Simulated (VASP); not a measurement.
# TiMnF3: single point with r2SCAN

The system is TiMnF3.

```
Ti Mn F
1.0
     4.15175    0.00000    0.00000
     0.00000    4.15175    0.00000
     0.00000    0.00000    4.15175
Ti Mn F
1 1 3
Cartesian
  2.0759 2.0759 2.0759
  0.0000 0.0000 0.0000
  2.0759 2.0759 0.0000
  0.0000 2.0759 2.0759
  2.0759 0.0000 2.0759
```

The cell was built by a generator and needn't be a form met in nature.

```
Program                : VASP 6.6.1
Task                   : single point
Functional             : r2SCAN
Potentials or basis    : VASP PAW PBE potentials, release 64 (Ti_sv, Mn_pv, F)
Cutoff                 : 520 eV
k mesh                 : 5 × 5 × 5
Occupations            : fermi-dirac, width 0.1 eV
Spin                   : collinear spin, typed start
Starting moments       : [1.0, -4.5, 0.0, 0.0, 0.0] μB
Dipole correction      : no
Further INCAR settings : ALGO = Normal; EDIFF = 1e-06; NBANDS = 35
```

The pressure is 0.4 GPa, the band gap on the k mesh is none (metal or under the smearing width) and the net moment is -4.00 μB per cell. The site moments are Ti +1.47; Mn -4.86; F -0.05 μB and the valence electrons inside the program's atomic spheres are Ti 10.11; Mn 11.20; F 6.13.

Levels at points of the mesh, in eV from the Fermi level:
Spin up:
| k point | band 19 | band 20 | band 21 | band 22 | band 23 | band 24 |
| --- | --- | --- | --- | --- | --- | --- |
| (0.00, 0.00, 0.00) | -7.07 | -1.43 | -0.84 | -0.84 | -0.84 | 0.31 |
Spin down:
| k point | band 22 | band 23 | band 24 | band 25 | band 26 | band 27 | band 28 | band 29 |
| --- | --- | --- | --- | --- | --- | --- | --- | --- |
| (0.00, 0.00, 0.00) | -5.41 | -5.41 | -5.41 | -3.57 | 1.72 | 1.72 | 1.72 | 2.48 |

Wall time 84 s on 1 thread of Intel(R) Xeon(R) Platinum 8559C (Emerald Rapids), with other jobs on the host, peak memory 0.23 GiB.

Caveat: the PAW data sets were made with another functional, which shifts forces and pressure a little; a cell with one magnetic atom can't hold antiferromagnetic order, which such compounds often take; semilocal functionals often make such compounds metallic where correlation or magnetic order opens a gap, which also shifts bond lengths. With open d or f shells a metallic result of r2SCAN can be an artefact of self-interaction; +U or a hybrid may open a gap.
